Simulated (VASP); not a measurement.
VASP, PAW. Band gap of TlCl (CsCl type) (no spin-orbit coupling).

```csv
level,band gap (eV)
Hartree-Fock (PBE cell),8.39
```

**Question.** Estimate the band gap from PBE-D4 (own cell), B3LYP (PBE cell), PBE0 (PBE cell).

**Answer.** 
The PBE-D4 (own cell) is 2.11 eV. The B3LYP (PBE cell) is 3.44 eV and the PBE0 (PBE cell) comes out as 3.63 eV.

Only levels that ran to the end are used. Left out are those held back, those with too coarse a band path, GW runs whose mesh misses a band edge, hybrids' fits of cells that aren't cubic and levels without matching references; a question may draw on a part of the rest.

The compound is TlCl in the CsCl type structure.
